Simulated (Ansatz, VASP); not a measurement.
# Lu in two plane-wave programs, part 2 of 2

Wanted: the spread between two codes on one cell, functional and k mesh. The structure shown comes from an earlier Ansatz run, which isn't shown and may have moved the atoms alone.

VASP 6.6.1 and Ansatz 0.2.0.

So far: Set-up; Ansatz: elastic constants, PBEsol.

### Step 3. VASP: elastic constants, PBEsol

Level of this step: PBEsol, 4f electrons in the core; plane waves and PAW (Lu_3) (VASP).

The same cell, functional, mesh and smearing now go to VASP, with its own data sets.

Lines of VASP's logs that name or quote its potential files are left out, and so is its time.

The input, INCAR:

```
SYSTEM = Lu
PREC = Accurate
ENCUT = 500
EDIFF = 1E-08
NELM = 120
ISMEAR = 1
SIGMA = 0.25
LREAL = .FALSE.
ALGO = Normal
GGA = PS
NBANDS = 15
LORBIT = 11
LWAVE = .FALSE.
LCHARG = .FALSE.
ISIF = 3
IBRION = 6
NFREE = 2
POTIM = 0.015
NSW = 1
LASPH = .TRUE.
GGA_COMPAT = .FALSE.
KPAR = 2
```

The input, POSCAR:

```
Lu
1.0
    3.4445813677      0.0000000000      0.0000000000
   -1.7222906839      2.9830949699      0.0000000000
    0.0000000000      0.0000000000      5.3467613980
Lu
2
Direct
    0.3333333334      0.6666666668      0.2500000000
    0.6666666668      0.3333333334      0.7500000000
```

The input, KPOINTS:

```
Automatic mesh
0
Gamma
12 12 6
0 0 0
```

Potentials, in the order of the species: Lu_3 (PBE family, release 64).

Started as:

```bash
> mpirun -np 2 vasp_std
```

Numbers of over 12 decimals in the logs are rounded to 6 here.

The program printed:

```text
[banner, memory and clock lines left out]
running    2 mpi-ranks, on    1 nodes
 distrk:  each k-point on    1 cores,    2 groups
 distr:  one band on    1 cores,    1 groups

 POSCAR found type information on POSCAR Lu
 POSCAR found :  1 types and       2 ions
|                                                                             |
|               ----> ADVICE to this user running VASP <----                  |
|                                                                             |
|     You enforced a specific xc type in the INCAR file but a different       |
|     [... a line on the potential file left out ...]
|     I HOPE YOU KNOW WHAT YOU ARE DOING!                                     |
|                                                                             |

 LDA part: xc-table for (Slater+PW92), standard interpolation
 POSCAR, INCAR and KPOINTS ok, starting setup
 FFT: planning ... GRIDC
 FFT: planning ... GRID_SOFT
 FFT: planning ... GRID
 WAVECAR not read
 entering main loop
       N       E                     dE             d eps       ncg     rms          rms(c)
DAV:   1     0.438257263758E+02    0.43826E+02   -0.83768E+03  4008   0.129E+03
DAV:   2    -0.787940730876E+01   -0.51705E+02   -0.50043E+02  4073   0.639E+02
DAV:   3    -0.965685015155E+01   -0.17774E+01   -0.17483E+01  3044   0.612E+01
DAV:   4    -0.974430207602E+01   -0.87452E-01   -0.84669E-01  3984   0.756E+00
DAV:   5    -0.974610361561E+01   -0.18015E-02   -0.18009E-02  3087   0.241E+00    0.264E+01
DAV:   6    -0.973622472345E+01    0.98789E-02   -0.31155E-02  3953   0.359E+00    0.157E+01
DAV:   7    -0.974376556708E+01   -0.75408E-02   -0.58289E-02  3896   0.484E+00    0.374E-01
DAV:   8    -0.974350977058E+01    0.25580E-03   -0.36208E-03  3820   0.703E-01    0.818E-02
DAV:   9    -0.974350861626E+01    0.11543E-05   -0.18468E-04  3768   0.181E-01    0.231E-02
DAV:  10    -0.974350547356E+01    0.31427E-05   -0.14053E-05  3744   0.473E-02    0.210E-02
DAV:  11    -0.974350555681E+01   -0.83248E-07   -0.73105E-07  3372   0.113E-02    0.248E-03
DAV:  12    -0.974350565553E+01   -0.98724E-07   -0.98857E-08  3746   0.368E-03    0.138E-03
DAV:  13    -0.974350564636E+01    0.91650E-08   -0.24642E-09  2043   0.102E-03
   1 F= -.97435056E+01 E0= -.97424682E+01  d E =-.311222E-02
[... from here on, the cycles between the ionic steps are left out ...]
   2 F= -.97434791E+01 E0= -.97422912E+01  d E =-.356394E-02
   3 F= -.97353606E+01 E0= -.97343387E+01  d E =-.306580E-02
   9 F= -.97420264E+01 E0= -.97409619E+01  d E =-.319359E-02
  10 F= -.97421895E+01 E0= -.97411185E+01  d E =-.321302E-02
  11 F= -.97421895E+01 E0= -.97411185E+01  d E =-.321304E-02
  12 F= -.97421874E+01 E0= -.97411125E+01  d E =-.322451E-02
  13 F= -.97421874E+01 E0= -.97411125E+01  d E =-.322453E-02
  14 F= -.97433257E+01 E0= -.97422858E+01  d E =-.311960E-02
  15 F= -.97433257E+01 E0= -.97422858E+01  d E =-.311958E-02
  16 F= -.97429233E+01 E0= -.97418893E+01  d E =-.310213E-02
 Finite differences progress:
  Degree of freedom:   8/  8
  Displacement:        1/  2
  Total:              15/ 16
 bond charge predicted
       N       E                     dE             d eps       ncg     rms          rms(c)
DAV:   1    -0.973399604703E+01    0.89273E-02   -0.14862E+00  4126   0.332E+01    0.521E-01
DAV:   2    -0.974278088652E+01   -0.87848E-02   -0.10594E-01  4832   0.431E+00    0.109E-01
DAV:   3    -0.974291805672E+01   -0.13717E-03   -0.18492E-03  4702   0.568E-01    0.254E-02
DAV:   4    -0.974292311392E+01   -0.50572E-05   -0.64924E-05  4731   0.105E-01    0.153E-02
DAV:   5    -0.974292337383E+01   -0.25991E-06   -0.42575E-06  4936   0.288E-02    0.178E-03
DAV:   6    -0.974292336153E+01    0.12299E-07   -0.31010E-07  4457   0.803E-03    0.939E-04
DAV:   7    -0.974292331845E+01    0.43082E-07   -0.23746E-08  3404   0.592E-03    0.172E-04
DAV:   8    -0.974292332203E+01   -0.35809E-08   -0.85542E-09  2900   0.181E-03
  17 F= -.97429233E+01 E0= -.97418893E+01  d E =-.310212E-02
 Finite differences progress:
  Degree of freedom:   8/  8
  Displacement:        2/  2
  Total:              16/ 16
```

OUTCAR, selected parts (step 3):

```text
ion  position               nearest neighbor table
   1  0.333  0.667  0.250-   2 3.33   2 3.33   2 3.33   2 3.33   2 3.33   2 3.33
   2  0.667  0.333  0.750-   1 3.33   1 3.33   1 3.33   1 3.33   1 3.33   1 3.33

  LATTYP: Found a hexagonal cell.
 ALAT       =     3.4445813677
 C/A-ratio  =     1.5522238633

 Subroutine GETGRP returns: Found 24 space group operations
 (whereof 12 operations were pure point group operations)

The static configuration has the point symmetry D_3d.
 The point group associated with its full space group is D_6h.

 Found     76 irreducible k-points:

   k-points           NKPTS =     76   k-points in BZ     NKDIM =     76   number of bands    NBANDS=     15

   dimension x,y,z NGX =    28 NGY =   28 NGZ =   40
   dimension x,y,z NGXF=    56 NGYF=   56 NGZF=   80

   ENCUT  =  500.0 eV  36.75 Ry    6.06 a.u.   6.28  6.28  9.75*2*pi/ulx,y,z

   NELECT =      18.0000    total number of electrons

 k-points in reciprocal lattice and weights: Automatic mesh
   0.00000000  0.00000000  0.00000000       0.001
   0.08333333  0.00000000  0.00000000       0.007
   0.16666667  0.00000000  0.00000000       0.007
   0.25000000  0.00000000  0.00000000       0.007
   0.33333333  0.00000000  0.00000000       0.007
   0.41666667  0.00000000  0.00000000       0.007
   0.50000000  0.00000000  0.00000000       0.003
   0.08333333  0.08333333  0.00000000       0.007
   0.16666667  0.08333333  0.00000000       0.014
[...]
0.33333333  0.25000000  0.50000000       0.014
   0.33333333  0.33333333  0.50000000       0.002

 average (electrostatic) potential at core
       1 -31.9879       2 -31.9879

 E-fermi :   2.9504

 k-point     1 :       0.0000    0.0000    0.0000
  band No.  band energies     occupation
    ...
      4     -23.3246      2.00000
      5     -23.3246      2.00000
      6     -23.2786      2.00000
      7      -3.2543      2.00000
      8       0.4501      2.00000
      9       3.9115     -0.00000
     10       5.1813     -0.00000
     11       5.1813     -0.00000
     12       5.7078     -0.00000
     13       5.9914     -0.00000
    ...

 k-point     2 :       0.0833    0.0000    0.0000
  band No.  band energies     occupation
    ...
      4     -23.3534      2.00000
      5     -23.3279      2.00000
      6     -23.2855      2.00000
      7      -3.0774      2.00000
      8       0.6270      2.00000
      9       3.7561     -0.00005
     10       4.7341     -0.00000
     11       5.3492     -0.00000
     12       5.7483     -0.00000
     13       6.0364     -0.00000
    ...

 k-point     3 :       0.1667    0.0000    0.0000
  band No.  band energies     occupation
    ...
      4     -23.4300      2.00000
      5     -23.3378      2.00000
      6     -23.3063      2.00000
      7      -2.5676      2.00000
      8       1.1096      2.00000
      9       3.3589     -0.04298
     10       4.0323     -0.00000
     11       5.2208     -0.00000
     12       5.7604     -0.00000
     13       5.8433     -0.00000
    ...

  Total        0.2637631      0.2637631      0.2403269     -0.0000000     -0.0000000     -0.0000000
  in kB        7.6918421      7.6918421      7.0083972     -0.0000000     -0.0000000     -0.0000000
  external PRESSURE =       7.4640272 kB  Pullay stress =       0.0000000 kB

  energy-cutoff  :      500.00
  volume of cell :       54.94
      direct lattice vectors                 reciprocal lattice vectors
     3.444581368  0.000000000  0.000000000     0.290311040  0.167611157  0.000000000
    -1.722290684  2.983094970  0.000000000     0.000000000  0.335222314  0.000000000
     0.000000000  0.000000000  5.346761398     0.000000000  0.000000000  0.187029105

 POSITION                                       TOTAL-FORCE (eV/Angst)
 -----------------------------------------------------------------------------------
     -0.00000      1.98873      1.32169        -0.000000      0.000000      0.077715
      1.72229      0.99436      4.01007         0.000000     -0.000000     -0.077715
 -----------------------------------------------------------------------------------
    total drift:                               -0.000000     -0.000000     -0.000237

  FREE ENERGIE OF THE ION-ELECTRON SYSTEM (eV)
  ---------------------------------------------------
  free  energy   TOTEN  =        -9.7429233220 eV

  energy  without entropy=       -9.7398211996  energy(sigma->0) =       -9.74188928

  SYMMETRIZED ELASTIC MODULI (kBar)
 Direction    XX          YY          ZZ          XY          YZ          ZX
 --------------------------------------------------------------------------------
 XX        1049.9909    284.4930    253.6469     -0.0000      0.0000      0.0000
 YY         284.4930   1049.9909    253.6469     -0.0000      0.0000      0.0000
 ZZ         253.6469    253.6469   1005.9749     -0.0000     -0.0000      0.0000
 XY          -0.0000     -0.0000     -0.0000    382.7490      0.0000      0.0000
 YZ           0.0000      0.0000      0.0000     -0.0000    341.5682     -0.0000
 ZX           0.0000      0.0000      0.0000      0.0000     -0.0000    341.5682
 --------------------------------------------------------------------------------

 Eigenvectors and eigenvalues of the dynamical matrix
 ----------------------------------------------------

   1 f  =    3.804792 THz    23.906213 2PiTHz  126.914201 cm-1    15.735348 meV
             X         Y         Z           dx          dy          dz
     -0.000000  1.988730  1.336690    -0.000000   -0.000000   -0.707107
      1.722291  0.994365  4.010071     0.000000    0.000000    0.707107

   2 f  =    2.111518 THz    13.267059 2PiTHz   70.432659 cm-1     8.732533 meV
             X         Y         Z           dx          dy          dz
     -0.000000  1.988730  1.336690    -0.217503    0.672824    0.000000
      1.722291  0.994365  4.010071     0.217503   -0.672824    0.000000

   3 f  =    2.111518 THz    13.267059 2PiTHz   70.432659 cm-1     8.732533 meV
             X         Y         Z           dx          dy          dz
     -0.000000  1.988730  1.336690    -0.672824   -0.217503    0.000000
      1.722291  0.994365  4.010071     0.672824    0.217503    0.000000

   4 f  =    0.000000 THz     0.000000 2PiTHz    0.000001 cm-1     0.000000 meV
             X         Y         Z           dx          dy          dz
     -0.000000  1.988730  1.336690    -0.000000   -0.000000   -0.707107
      1.722291  0.994365  4.010071     0.000000    0.000000   -0.707107

   5 f  =    0.000000 THz     0.000000 2PiTHz    0.000001 cm-1     0.000000 meV
             X         Y         Z           dx          dy          dz
     -0.000000  1.988730  1.336690     0.561646    0.429597   -0.000000
      1.722291  0.994365  4.010071     0.561646    0.429597    0.000000

   6 f/i=    0.000000 THz     0.000000 2PiTHz    0.000000 cm-1     0.000000 meV
             X         Y         Z           dx          dy          dz
     -0.000000  1.988730  1.336690    -0.429597    0.561646   -0.000000
      1.722291  0.994365  4.010071    -0.429597    0.561646    0.000000

 ELASTIC MODULI CONTR FROM IONIC RELAXATION (kBar)
 Direction    XX          YY          ZZ          XY          YZ          ZX
 --------------------------------------------------------------------------------
 XX         -31.0468     31.0468     -0.0000      0.0000     -0.0000     -0.0000
 YY          31.0468    -31.0468      0.0000      0.0000     -0.0000     -0.0000
 ZZ          -0.0000      0.0000     -0.0000      0.0000      0.0000      0.0000
 XY           0.0000      0.0000      0.0000    -31.0468     -0.0000     -0.0000
 YZ          -0.0000     -0.0000      0.0000     -0.0000     -0.0000     -0.0000
 ZX          -0.0000     -0.0000      0.0000     -0.0000     -0.0000     -0.0000
 --------------------------------------------------------------------------------

 TOTAL ELASTIC MODULI (kBar)
 Direction    XX          YY          ZZ          XY          YZ          ZX
 --------------------------------------------------------------------------------
 XX        1018.9441    315.5398    253.6469     -0.0000     -0.0000      0.0000
 YY         315.5398   1018.9441    253.6469     -0.0000     -0.0000      0.0000
 ZZ         253.6469    253.6469   1005.9749     -0.0000     -0.0000      0.0000
 XY          -0.0000     -0.0000     -0.0000    351.7021      0.0000      0.0000
 YZ          -0.0000     -0.0000      0.0000     -0.0000    341.5682     -0.0000
 ZX           0.0000      0.0000      0.0000     -0.0000     -0.0000    341.5682
 --------------------------------------------------------------------------------

 total charge
# of ion       s       p       d       tot
------------------------------------------
    1        0.522   6.449   0.986   7.957
    2        0.522   6.449   0.986   7.957
--------------------------------------------------
tot          1.044  12.898   1.973  15.914

[... 3 further parts left out ...]
```

CONTCAR:

```
Lu
   1.00000000000000
     3.4445813677000001    0.0000000000000000    0.0000000000000000
    -1.7222906839000001    2.9830949698999998    0.0000000000000000
     0.0000000000000000    0.0000000000000000    5.3467613979999999
  Lu
     2
Direct
     0.3333333333999988    0.6666666667999976    0.2471945634219603
     0.6666666667999976    0.3333333333999988    0.7500000000000000
```

The data set Lu_3 holds the 4f electrons frozen in the core, so no f bands or f moments appear.

Levels, forces or a CONTCAR printed for this step are those of its last displaced cell, not of the structure at rest.

### Step 4. Differences

Known differences besides the potentials themselves: the data sets hold 50 valence electrons in Ansatz (on its default PAW (the set named soft_2) files) and 18 in VASP; the cutoff is 420 eV in Ansatz and 500 eV in VASP; Ansatz makes its cores anew for this functional, VASP keeps those of its PBE data sets; VASP takes each elastic constant from one size of strain, Ansatz from those that its log lists. Total energies have different zeros and are not compared.

Both answers:

```
 quantity  Ansatz   VASP  difference
C11 (GPa)    99.9  101.9     -1.96 %
C22 (GPa)    99.9  101.9     -1.96 %
C33 (GPa)    99.2  100.6     -1.41 %
C12 (GPa)    29.2   31.6     -7.57 %
C13 (GPa)    23.2   25.4     -8.55 %
C23 (GPa)    23.2   25.4     -8.55 %
C44 (GPa)    34.0   34.2     -0.43 %
C55 (GPa)    34.0   34.2     -0.43 %
C66 (GPa)    35.4   35.2     +0.56 %
```

### Step 5. What came out

```
difference in C13 (elastic constants, PBEsol) : -8.6 %
```

The difference in C13 is -8.6 % (elastic constants, PBEsol), beyond the 5 % picked in this series as the mark of a large difference. The data sets hold unlike numbers of valence electrons (50 in Ansatz and 18 in VASP), so part of the differences comes from the potentials. How closely two codes agree says nothing of how well the functional describes the real material.

[Lines on the potential files, build, host, timing and source positions are cut from VASP's logs without a mark.]

[Logs are printed without paths, hosts, clocks, repeated set-up lines and the standing remarks that a program may print on its own settings, such as how far it seeks lower states.]

[Hosts, paths, dates, database ids (printed as entryN), source tags and the programs' standing remarks are cut or masked in the printed files.]
